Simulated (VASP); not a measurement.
An input for Quantum ESPRESSO's pw.x (written as the equivalent of a VASP run, and not itself run):

```
&CONTROL
  calculation = 'scf'
  pseudo_dir = './pseudo'
  outdir = './out'
  tprnfor = .true.
  tstress = .true.
/
&SYSTEM
  ibrav = 0
  nat = 2
  ntyp = 2
  ecutwfc = 84
  occupations = 'smearing'
  smearing = 'gaussian'
  degauss = 0.003675
  input_dft = 'pbe'
/
&ELECTRONS
  conv_thr = 7.3e-08
  electron_maxstep = 100
/
ATOMIC_SPECIES
  Zn 65.380 Zn.upf
  S 32.060 S.upf
CELL_PARAMETERS angstrom
     0.0000000    2.7591000    2.7591000
     2.7591000    0.0000000    2.7591000
     2.7591000    2.7591000    0.0000000
ATOMIC_POSITIONS crystal
  Zn   0.0000000  0.0000000  0.0000000
  S    0.2500000  0.2500000  0.2500000
K_POINTS automatic
  8 8 8 0 0 0
HUBBARD {ortho-atomic}
U Zn-3d 1
```

### Question
Write the VASP files for the same calculation (PBE+U).

### Answer
This is not unique; one that fits is 
**KPOINTS**
```
Automatic mesh
0
Gamma
8 8 8
0 0 0
```

INCAR:
```
SYSTEM=ZnS
PREC=Accurate; ENCUT=400; LREAL=.False.
LASPH=.True.
EDIFF=1E-6; NELM=100; ALGO=Normal
LMAXMIX=4
ISMEAR=0; SIGMA=0.05
GGA=PE
LDAUL=2 -1
LDAUU=1.0 0
LDAUJ=0 0
LDAU=.True.; LDAUTYPE=2; LDAUPRINT=1
ISIF=2
LWAVE=.False.; LCHARG=.False.; LORBIT=10
```

POSCAR:
```
ZnS
1
    0.0000000000     2.7591000000     2.7591000000
    2.7591000000     0.0000000000     2.7591000000
    2.7591000000     2.7591000000     0.0000000000
Zn S
1 1
Direct
  0.0000000000   0.0000000000   0.0000000000
  0.2500000000   0.2500000000   0.2500000000
```

POTCAR, in this order: Zn S (PBE.64 set). Program: vasp_std.

Limits of the translation: the potentials are each code's own (VASP's PAW set, PseudoDojo norm-conserving files in pw.x), so ENCUT and ecutwfc are chosen apart and not converted; conv_thr bounds pw.x's estimated SCF error, while EDIFF bounds the energy change between steps; the +U projectors differ (PAW spheres against orthogonalised atomic orbitals), so the same U acts differently.

The compound is ZnS in the zinc blende structure. The cell was not relaxed at this level. The run is one of a series of settings (LDAU = .TRUE., LDAUJ = 0 0, LDAUL = 2 -1, LDAUTYPE = 2, LDAUU = 1.0 0 against the base run), some of them coarse on purpose.
